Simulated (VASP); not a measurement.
# ZrB2: structure and properties in VASP, part 2 of 2

What structure does ZrB2 take at this level, and what are its properties? The start is a cell from a database of measured crystal structures.

VASP 6.6.1, plane waves and PAW; the level of theory is named at each step.

So far. Step 7 (Vibrations at Γ (PBEsol)): The three acoustic modes lie within 0.1 cm⁻¹ of zero, and all others are real. By the characters of their eigenvectors the optical modes sort into (cm⁻¹) Raman active: E2g 787; infrared active: E1u 461, A2u 482; silent: Bg 571. B labels carry no number here, since it depends on the setting of the axes. With a centre of inversion no mode is active in both. The relaxed cell has a = 3.156, c = 3.509 Å (conventional setting).

### Step 9. Band structure (PBEsol + SOC)

This step: PBEsol, spin-orbit coupling; plane waves and PAW (Zr_sv, B) (VASP 6.6.1).

The mesh alone shows little of the dispersion and can miss band extrema, so KPOINTS_OPT adds a path through the symmetry points after the self-consistent cycle. Spin-orbit coupling needs spinors and the noncollinear program, where each band holds one electron.

Contents of INCAR:

```
SYSTEM = ZrB2
PREC = Accurate
ENCUT = 420
EDIFF = 1E-06
NELM = 100
ISMEAR = 0
SIGMA = 0.05
LREAL = .FALSE.
ALGO = Normal
GGA = PS
LNONCOLLINEAR = .TRUE.
MAGMOM = 0 0 0 0 0 0 0 0 0
NBANDS = 30
GGA_COMPAT = .FALSE.
LASPH = .TRUE.
LSORBIT = .TRUE.
LMAXMIX = 4
LORBIT = 11
LWAVE = .FALSE.
LCHARG = .FALSE.
KPAR = 2
```

Contents of POSCAR:

```
ZrB2
1.0
    3.1560508710      0.0000000000      0.0000000000
   -1.5780254355      2.7332202300      0.0000000000
    0.0000000000      0.0000000000      3.5085785145
Zr B
1 2
Direct
    0.0000000000      0.0000000000      0.0000000000
    0.3333333333      0.6666666667      0.5000000000
    0.6666666667      0.3333333333      0.5000000000
```

Contents of KPOINTS:

```
Automatic mesh
0
Gamma
7 7 5
0 0 0
```

Contents of KPOINTS_OPT:

```
Line mode
16
Line-mode
Reciprocal
  0.00000000   0.00000000   0.00000000 GAMMA
  0.50000000   0.00000000   0.00000000 M

  0.50000000   0.00000000   0.00000000 M
  0.33333333   0.33333333   0.00000000 K

  0.33333333   0.33333333   0.00000000 K
  0.00000000   0.00000000   0.00000000 GAMMA

  0.00000000   0.00000000   0.00000000 GAMMA
  0.00000000   0.00000000   0.50000000 A

  0.00000000   0.00000000   0.50000000 A
  0.50000000   0.00000000   0.50000000 L

  0.50000000   0.00000000   0.50000000 L
  0.33333333   0.33333333   0.50000000 H

  0.33333333   0.33333333   0.50000000 H
  0.00000000   0.00000000   0.50000000 A

  0.50000000   0.00000000   0.50000000 L
  0.50000000   0.00000000   0.00000000 M

  0.33333333   0.33333333   0.00000000 K
  0.33333333   0.33333333   0.50000000 H
```

Potentials, in the order of the species: Zr_sv and B (PBE family, release 64).

Run with:

```sh
$ mpirun -np 2 vasp_ncl
```

It took 58 s on 2 MPI ranks of AMD EPYC 9R45, shared host; peak memory 0.41 GiB; 1.8 min of CPU time.

Numbers from this step:

| Item | Value |
| --- | --- |
| SCF cycles | 13 |
| bands | 30 |
| irreducible k-points | 24 |
| free energy (TOTEN) | -26.44 eV |
| energy at zero smearing | -26.44 eV |
| Fermi energy | 10.26 eV |
| pressure | 0.1889 GPa |

On-site spin-orbit energy by atom:

```csv
atom,on-site spin-orbit energy (eV)
Zr1,-0.141
B2,0.000
B3,0.000
```

Electronic bands along the path, in eV, zero at the Fermi level; # counts the bands kept:

```csv
point,#5,#6,#7,#8,#9,#10,#11,#12
Γ,-2.32,-2.32,-2.30,-2.30,-1.96,-1.96,3.77,3.77
0.47 of the way,-2.85,-2.85,-2.39,-2.39,-1.72,-1.72,2.52,2.52
M,-3.60,-3.60,-2.72,-2.72,-2.41,-2.41,2.63,2.63
0.47 of the way,-4.62,-4.62,-3.28,-3.28,-0.54,-0.54,-0.03,-0.03
K,-6.66,-6.66,-2.15,-2.15,-2.13,-2.13,1.91,1.91
0.47 of the way,-3.69,-3.69,-3.07,-3.07,-0.62,-0.62,1.46,1.46
Γ,-2.32,-2.32,-2.30,-2.30,-1.96,-1.96,3.77,3.77
0.53 of the way,-1.68,-1.68,-1.66,-1.66,0.60,0.60,1.48,1.48
A,-0.62,-0.62,-0.62,-0.62,0.61,0.61,0.65,0.65
0.47 of the way,-4.16,-4.16,-3.09,-3.09,-1.11,-1.11,2.63,2.63
L,-4.34,-4.34,-3.85,-3.85,-1.61,-1.61,4.19,4.19
0.47 of the way,-4.46,-4.46,-3.31,-3.31,-1.84,-1.84,4.31,4.31
H,-4.59,-4.59,-2.39,-2.39,-2.27,-2.27,4.53,4.53
0.47 of the way,-4.34,-4.34,-3.80,-3.80,-1.80,-1.80,3.11,3.11
A,-0.62,-0.62,-0.62,-0.62,0.61,0.61,0.65,0.65
jump to L,-4.34,-4.34,-3.85,-3.85,-1.61,-1.61,4.19,4.19
0.47 of the way,-3.74,-3.74,-2.78,-2.78,-2.39,-2.39,1.96,1.96
M,-3.60,-3.60,-2.72,-2.72,-2.41,-2.41,2.63,2.63
jump to K,-6.66,-6.66,-2.15,-2.15,-2.13,-2.13,1.91,1.91
0.47 of the way,-5.82,-5.82,-2.33,-2.33,-2.25,-2.25,3.63,3.63
H,-4.59,-4.59,-2.39,-2.39,-2.27,-2.27,4.53,4.53
```

The largest weight of each band there:

```csv
point,#5,#6,#7,#8,#9,#10,#11,#12
Γ,B 0.61,B 0.61,Zr 0.99,Zr 0.99,B 0.85,B 0.85,Zr 1.00,Zr 1.00
M,Zr 0.57,Zr 0.57,B 0.95,B 0.95,Zr 0.88,Zr 0.88,B 0.94,B 0.94
K,B 0.70,B 0.70,Zr 0.60,Zr 0.60,Zr 0.60,Zr 0.60,Zr 0.80,Zr 0.80
Γ,B 0.61,B 0.61,Zr 0.99,Zr 0.99,B 0.85,B 0.85,Zr 1.00,Zr 1.00
A,B 1.00,B 1.00,B 1.00,B 1.00,Zr 0.79,Zr 0.79,Zr 0.79,Zr 0.79
L,B 0.70,B 0.70,Zr 0.73,Zr 0.73,B 0.71,B 0.71,Zr 0.95,Zr 0.95
```

There is no gap at this level.

Of the bands kept, 4 cross the Fermi level on this path (spinor bands, one electron each).

### Step 10. Summary of results

```
relaxed volume                            : 10.09 Å³/atom
relaxed conventional cell a, b, c         : 3.156, 3.156, 3.509 Å; angles 90.0, 90.0, 120.0°
space group after relaxing, within 0.02 Å : P6/mmm (No. 191)
band gap                                  : none, a metal
DOS at the Fermi level                    : 0.200 states/eV/cell
highest zone-centre mode                  : 787 cm⁻¹
largest field gradient Vzz                : 43.77 V/Å² on Zr1
band gap (PBEsol + SOC)                   : none, a metal
```

In words: With PBEsol, ZrB2 relaxes to 10.09 Å³/atom in space group P6/mmm (held by the symmetry of the run) and comes out as a metal. Against the listed cell the volume lies -1.6 % (a -0.4 %, c -0.7 %). Bands along the symmetry lines (PBEsol): Of the bands kept, 2 cross the Fermi level on this path. Vibrations at Γ (PBEsol): The highest mode at Γ, 787.2 cm⁻¹, is mostly motion of B (100 % of the kinetic energy). Band structure (PBEsol + SOC): Of the bands kept, 4 cross the Fermi level on this path (spinor bands, one electron each). The k-sampling is coarse for a metal, so the Fermi level, pressures and the shape of the cell carry errors. Modes at Γ alone can't show that the crystal is stable at other wave vectors. No search among competing phases was made, and a listed structure need not be the one stable at ambient conditions. All values are for a static lattice at zero temperature.

[Lines on the potential files, build, host, timing and source positions are cut from VASP's logs without a mark.]

[Logs are printed without paths, hosts, clocks, repeated set-up lines and the standing remarks that a program may print on its own settings, such as how far it seeks lower states.]

[Hosts, paths, dates, database ids (printed as entryN), source tags and the programs' standing remarks are cut or masked in the printed files.]

[Measured values are set beside computed ones only where the two were judged alike; some that the calculation misses by far are left out.]
